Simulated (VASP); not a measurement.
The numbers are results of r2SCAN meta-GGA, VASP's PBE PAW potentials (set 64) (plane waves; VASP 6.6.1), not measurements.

VASP input:

**POSCAR**
```
YSi2
1
    2.8067000575    -2.8091365456     0.0022141740
    2.8067000575     2.8091365456     0.0022141740
   -2.6971788123     0.0000000000     7.1281292654
Y Si
2 4
Direct
  0.6250125380   0.3749874620   0.7500000000
  0.3749874620   0.6250125380   0.2500000000
  0.0434236127   0.7910511680   0.5852035395
  0.9565763873   0.2089488320   0.4147964605
  0.2089488320   0.9565763873   0.9147964605
  0.7910511680   0.0434236127   0.0852035395
```

**KPOINTS**
```
Automatic mesh
0
Gamma
 7 7 4
```

**INCAR**
```
! general
SYSTEM   =  YSi2
PREC     =  Accurate
ENCUT    =  400   ! plane-wave cut-off (eV)
LREAL    =  F
LASPH    =  T   ! aspherical one-centre terms

! electronic loop
EDIFF    =  1E-6   ! SCF stop (eV)
NELM     =  100
ALGO     =  Normal
LMAXMIX  =  4
LMIXTAU  =  T

! smearing
ISMEAR   =  1   ! Methfessel-Paxton
SIGMA    =  0.1   ! width (eV)

! functional
METAGGA  =  R2SCAN

! ions
IBRION   =  2   ! conjugate gradients
NSW      =  60
ISIF     =  3   ! ions, shape and volume
EDIFFG   =  -0.02   ! ionic stop

! output
LWAVE    =  F
LCHARG   =  F
```

POTCAR, in this order: Y_sv Si (PBE.64 set). Program: vasp_std.

Output

**OSZICAR**
```
...
DAV:   8    -0.813944579177E+02   -0.42557E+01   -0.31410E+00  3297   0.102E+01    0.771E+00
DAV:   9    -0.807155810044E+02    0.67888E+00   -0.20105E-01  3790   0.288E+00    0.678E+00
DAV:  10    -0.789257771346E+02    0.17898E+01   -0.24838E-01  3470   0.402E+00    0.265E+00
DAV:  11    -0.790425049246E+02   -0.11673E+00   -0.53725E-01  3089   0.660E+00    0.242E+00
DAV:  12    -0.790393103312E+02    0.31946E-02   -0.48248E-02  4136   0.149E+00    0.124E+00
DAV:  13    -0.790389251386E+02    0.38519E-03   -0.20859E-03  4415   0.249E-01    0.112E+00
DAV:  14    -0.790527705876E+02   -0.13845E-01   -0.75594E-02  2935   0.189E+00    0.143E+00
DAV:  15    -0.790681629729E+02   -0.15392E-01   -0.15460E-02  2977   0.877E-01    0.652E-01
DAV:  16    -0.790617894893E+02    0.63735E-02   -0.11449E-02  2942   0.837E-01    0.619E-01
DAV:  17    -0.790618459274E+02   -0.56438E-04   -0.16261E-02  3773   0.899E-01    0.216E+00
DAV:  18    -0.790646616601E+02   -0.28157E-02   -0.29507E-03  3218   0.427E-01    0.183E+00
DAV:  19    -0.790688698767E+02   -0.42082E-02   -0.78894E-03  3110   0.642E-01    0.135E+00
DAV:  20    -0.790694845171E+02   -0.61464E-03   -0.23466E-03  4247   0.322E-01    0.128E+00
DAV:  21    -0.790698063574E+02   -0.32184E-03   -0.29716E-04  3390   0.133E-01    0.961E-01
DAV:  22    -0.790697783117E+02    0.28046E-04   -0.10120E-04  3627   0.714E-02    0.785E-01
DAV:  23    -0.790698359554E+02   -0.57644E-04   -0.60073E-05  3320   0.665E-02    0.671E-01
DAV:  24    -0.790697278817E+02    0.10807E-03   -0.64833E-05  4681   0.598E-02    0.422E-01
DAV:  25    -0.790697492984E+02   -0.21417E-04   -0.49637E-05  3673   0.453E-02    0.259E-01
DAV:  26    -0.790697370140E+02    0.12284E-04   -0.40148E-05  4371   0.486E-02    0.178E-01
DAV:  27    -0.790697301528E+02    0.68612E-05   -0.52219E-05  4299   0.385E-02    0.517E-02
DAV:  28    -0.790697241091E+02    0.60437E-05   -0.11591E-05  3931   0.210E-02    0.107E-02
DAV:  29    -0.790697241694E+02   -0.60312E-07   -0.18342E-06  2406   0.826E-03
   1 F= -.79069724E+02 E0= -.79069063E+02  d E =-.790697E+02
       N       E                     dE             d eps       ncg     rms          rms(c)
DAV:   1    -0.792161682553E+02   -0.14644E+00   -0.43684E+00  3150   0.137E+01    0.435E+00
DAV:   2    -0.791383409582E+02    0.77827E-01   -0.67944E-01  4088   0.445E+00    0.203E+00
DAV:   3    -0.790885858510E+02    0.49755E-01   -0.13411E-01  4999   0.202E+00    0.671E-01
DAV:   4    -0.790773297383E+02    0.11256E-01   -0.63035E-02  4912   0.132E+00    0.111E+00
DAV:   5    -0.790808736959E+02   -0.35440E-02   -0.67470E-03  4053   0.491E-01    0.801E-01
DAV:   6    -0.790823414106E+02   -0.14677E-02   -0.11313E-02  4635   0.436E-01    0.194E-01
DAV:   7    -0.790830434670E+02   -0.70206E-03   -0.12015E-03  3398   0.255E-01    0.140E-01
DAV:   8    -0.790832357530E+02   -0.19229E-03   -0.40168E-04  3446   0.182E-01    0.655E-02
DAV:   9    -0.790834697610E+02   -0.23401E-03   -0.46043E-04  3215   0.181E-01    0.342E-02
DAV:  10    -0.790834021249E+02    0.67636E-04   -0.35909E-05  3717   0.535E-02    0.146E-02
DAV:  11    -0.790834048308E+02   -0.27059E-05   -0.32514E-06  2948   0.127E-02    0.886E-03
DAV:  12    -0.790834048777E+02   -0.46911E-07   -0.16284E-06  2430   0.110E-02
   2 F= -.79083405E+02 E0= -.79082858E+02  d E =-.136807E-01
       N       E                     dE             d eps       ncg     rms          rms(c)
DAV:   1    -0.791081790546E+02   -0.24774E-01   -0.57469E-01  3171   0.491E+00    0.154E+00
DAV:   2    -0.790965460634E+02    0.11633E-01   -0.81204E-02  3662   0.161E+00    0.688E-01
DAV:   3    -0.790902520307E+02    0.62940E-02   -0.14544E-02  4309   0.734E-01    0.245E-01
DAV:   4    -0.790890460682E+02    0.12060E-02   -0.97029E-03  4888   0.480E-01    0.386E-01
DAV:   5    -0.790885824282E+02    0.46364E-03   -0.39411E-03  4373   0.367E-01    0.118E-01
DAV:   6    -0.790895300025E+02   -0.94757E-03   -0.91531E-04  3492   0.206E-01    0.511E-02
DAV:   7    -0.790896828446E+02   -0.15284E-03   -0.19963E-04  3559   0.109E-01    0.418E-02
DAV:   8    -0.790896804782E+02    0.23664E-05   -0.10356E-04  3953   0.738E-02    0.901E-03
DAV:   9    -0.790896738952E+02    0.65830E-05   -0.73110E-06  3502   0.263E-02    0.365E-03
DAV:  10    -0.790896762280E+02   -0.23328E-05   -0.79716E-06  4436   0.219E-02    0.167E-03
DAV:  11    -0.790896740262E+02    0.22018E-05   -0.16055E-06  2344   0.110E-02    0.560E-04
DAV:  12    -0.790896740931E+02   -0.66862E-07   -0.23580E-07  1765   0.351E-03
   3 F= -.79089674E+02 E0= -.79089210E+02  d E =-.199499E-01
       N       E                     dE             d eps       ncg     rms          rms(c)
DAV:   1    -0.790919842293E+02   -0.23102E-02   -0.10056E-01  3117   0.198E+00    0.311E-01
DAV:   2    -0.790912883265E+02    0.69590E-03   -0.38963E-03  3475   0.383E-01    0.127E-01
DAV:   3    -0.790911130056E+02    0.17532E-03   -0.69169E-04  3537   0.205E-01    0.413E-02
DAV:   4    -0.790910723471E+02    0.40658E-04   -0.18301E-04  3488   0.103E-01    0.179E-02
DAV:   5    -0.790910962859E+02   -0.23939E-04   -0.40589E-05  3461   0.477E-02    0.142E-02
DAV:   6    -0.790910968001E+02   -0.51420E-06   -0.79463E-06  3425   0.207E-02
   4 F= -.79091097E+02 E0= -.79090610E+02  d E =-.142271E-02
       N       E                     dE             d eps       ncg     rms          rms(c)
DAV:   1    -0.790957878966E+02   -0.46916E-02   -0.45384E-01  3082   0.421E+00    0.669E-01
DAV:   2    -0.790927249122E+02    0.30630E-02   -0.17620E-02  3489   0.810E-01    0.273E-01
DAV:   3    -0.790919307743E+02    0.79414E-03   -0.30472E-03  3509   0.427E-01    0.885E-02
DAV:   4    -0.790917470084E+02    0.18377E-03   -0.81646E-04  3495   0.216E-01    0.381E-02
DAV:   5    -0.790918511586E+02   -0.10415E-03   -0.17204E-04  3426   0.981E-02    0.300E-02
DAV:   6    -0.790918526270E+02   -0.14683E-05   -0.31557E-05  3474   0.410E-02    0.106E-02
DAV:   7    -0.790918598516E+02   -0.72246E-05   -0.21120E-05  3348   0.363E-02    0.242E-03
DAV:   8    -0.790918604381E+02   -0.58657E-06   -0.12616E-06  2509   0.925E-03
   5 F= -.79091860E+02 E0= -.79091591E+02  d E =-.218635E-02
       N       E                     dE             d eps       ncg     rms          rms(c)
DAV:   1    -0.790921075486E+02   -0.24770E-03   -0.20110E-02  3096   0.885E-01    0.141E-01
DAV:   2    -0.790919721261E+02    0.13542E-03   -0.77706E-04  3496   0.171E-01    0.575E-02
DAV:   3    -0.790919373108E+02    0.34815E-04   -0.13767E-04  3488   0.914E-02    0.188E-02
DAV:   4    -0.790919281182E+02    0.91926E-05   -0.37804E-05  3509   0.470E-02    0.890E-03
DAV:   5    -0.790919329036E+02   -0.47855E-05   -0.63911E-06  3447   0.187E-02    0.695E-03
DAV:   6    -0.790919324262E+02    0.47745E-06   -0.79204E-07  2157   0.664E-03
   6 F= -.79091932E+02 E0= -.79091584E+02  d E =-.225833E-02
       N       E                     dE             d eps       ncg     rms          rms(c)
DAV:   1    -0.790919368858E+02   -0.39822E-05   -0.42519E-04  3068   0.129E-01    0.206E-02
DAV:   2    -0.790919342063E+02    0.26796E-05   -0.16210E-05  3524   0.247E-02    0.847E-03
DAV:   3    -0.790919332578E+02    0.94849E-06   -0.28372E-06  2903   0.132E-02
   7 F= -.79091933E+02 E0= -.79091575E+02  d E =-.225916E-02
       N       E                     dE             d eps       ncg     rms          rms(c)
DAV:   1    -0.790920520882E+02   -0.11788E-03   -0.11551E-02  2788   0.733E-01    0.812E-02
DAV:   2    -0.790921081442E+02   -0.56056E-04   -0.80392E-04  3545   0.181E-01    0.328E-02
DAV:   3    -0.790921001024E+02    0.80419E-05   -0.55404E-05  3747   0.455E-02    0.142E-02
DAV:   4    -0.790920978597E+02    0.22427E-05   -0.19871E-05  4596   0.257E-02    0.163E-02
DAV:   5    -0.790920989734E+02   -0.11137E-05   -0.38591E-06  2967   0.141E-02    0.888E-03
DAV:   6    -0.790920999135E+02   -0.94011E-06   -0.11221E-06  2045   0.752E-03
   8 F= -.79092100E+02 E0= -.79091750E+02  d E =-.166656E-03
```

### OUTCAR
```
------------------------ aborting loop because EDIFF is reached ----------------------------------------
  FORCE on cell =-STRESS in cart. coord.  units (eV):
  Direction    XX          YY          ZZ          XY          YZ          ZX
  --------------------------------------------------------------------------------------
  Total        0.0257469      0.0230727     -0.0077394      0.0000000      0.0000000     -0.0054056
  in kB        0.3585501      0.3213100     -0.1077786      0.0000000      0.0000000     -0.0752787
  external PRESSURE =       0.1906938 kB  Pullay stress =       0.0000000 kB
  volume of cell :      115.05
      direct lattice vectors                 reciprocal lattice vectors
     2.814416289 -2.816508881  0.002655395     0.177594286 -0.177524738  0.066185153
     2.814416289  2.816508881  0.002655395     0.177594286  0.177524738  0.066185153
    -2.703549773  0.000000000  7.254421485    -0.000130013  0.000000000  0.137798515
 POSITION                                       TOTAL-FORCE (eV/Angst)
 -----------------------------------------------------------------------------------
      0.78675     -0.69886      5.44347         0.000000      0.015415     -0.000000
      2.13853      0.69886      1.81626         0.000000     -0.015415     -0.000000
      0.76238      2.10812      4.24841        -0.009101      0.012265      0.001994
      2.16291     -2.10812      3.01132         0.009101     -0.012265     -0.001994
      0.81113      2.10812      6.63853         0.009101      0.012265     -0.001994
      2.11415     -2.10812      0.62120        -0.009101     -0.012265      0.001994
 -----------------------------------------------------------------------------------
    total drift:                               -0.000000      0.000000      0.000000
  FREE ENERGIE OF THE ION-ELECTRON SYSTEM (eV)
  ---------------------------------------------------
  free  energy   TOTEN  =       -79.0920999135 eV

  energy  without entropy=      -79.0910510972  energy(sigma->0) =      -79.09175031

 reached required accuracy - stopping structural energy minimisation
```
(Selected blocks of OUTCAR.)

**CONTCAR**
```
YSi2
   1.00000000000000
     2.8144162892585300   -2.8165088808604719    0.0026553953589887
     2.8144162892585300    2.8165088808604719    0.0026553953589887
    -2.7035497730318632    0.0000000000000000    7.2544214849785496
  Y               Si
     2     4
Direct
     0.6240646181758073    0.3759353818241928    0.7500000000000000
     0.3759353818241928    0.6240646181758073    0.2500000000000000
     0.0423311012871061    0.7908196910911434    0.5853256781110201
     0.9576688987128938    0.2091803089088566    0.4146743218889798
     0.2091803089088566    0.9576688987128938    0.9146743218889799
     0.7908196910911434    0.0423311012871061    0.0853256781110202
```

Energy and stress use the plane-wave basis of the starting cell.

The structure comes from a computed database's YSi2 entry (C2/c); how it stands against other phases isn't given here. This run relaxes it. Symmetry was kept, so distortions that lower it aren't found. The start is the result of an earlier pass.
